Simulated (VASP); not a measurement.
An input for Quantum ESPRESSO's pw.x (written as the equivalent of a VASP run, and not itself run):

```
&CONTROL
  calculation = 'vc-relax'
  pseudo_dir = './pseudo'
  outdir = './out'
  tprnfor = .true.
  tstress = .true.
  nstep = 60
  forc_conv_thr = 0.00039
/
&SYSTEM
  ibrav = 0
  nat = 1
  ntyp = 1
  ecutwfc = 76
  occupations = 'smearing'
  smearing = 'methfessel-paxton'
  degauss = 0.00735
  input_dft = 'pbe'
/
&ELECTRONS
  conv_thr = 7.3e-08
  electron_maxstep = 100
/
&IONS
/
&CELL
/
ATOMIC_SPECIES
  Au 196.967 Au.upf
CELL_PARAMETERS angstrom
     0.0000000    2.0400000    2.0400000
     2.0400000    0.0000000    2.0400000
     2.0400000    2.0400000    0.0000000
ATOMIC_POSITIONS crystal
  Au   0.0000000  0.0000000  0.0000000
K_POINTS automatic
  14 14 14 0 0 0
```

Task: Translate this input to VASP (INCAR, KPOINTS, POSCAR, choice of POTCAR).

Result: Several could match; the one computed here: 
### KPOINTS
```
Automatic mesh
0
Gamma
14 14 14
0 0 0
```

**INCAR**
```
ALGO = Normal
EDIFF = 1E-6
EDIFFG = -0.01
ENCUT = 520
GGA = PE
IBRION = 2
ISIF = 3
ISMEAR = 1
LASPH = .TRUE.
LCHARG = .FALSE.
LMAXMIX = 6
LREAL = .FALSE.
LWAVE = .FALSE.
NELM = 100
NSW = 60
PREC = Accurate
SIGMA = 0.1
SYSTEM = Au
```

POSCAR:
```
Au
1.0
  0.0000000000   2.0400000000   2.0400000000
  2.0400000000   0.0000000000   2.0400000000
  2.0400000000   2.0400000000   0.0000000000
Au
1
direct
  0.0000000000   0.0000000000   0.0000000000
```

POTCAR, in this order: Au (PBE.64 set). Program: vasp_std.

Limits of the translation: the potentials are each code's own (VASP's PAW set, PseudoDojo norm-conserving files in pw.x), so ENCUT and ecutwfc are chosen apart and not converted; conv_thr bounds pw.x's estimated SCF error, while EDIFF bounds the energy change between steps; forc_conv_thr acts on force components and is met together with etot_conv_thr.

The compound is Au in the fcc structure. This run relaxes it. Symmetry was kept, so distortions that lower it aren't found.
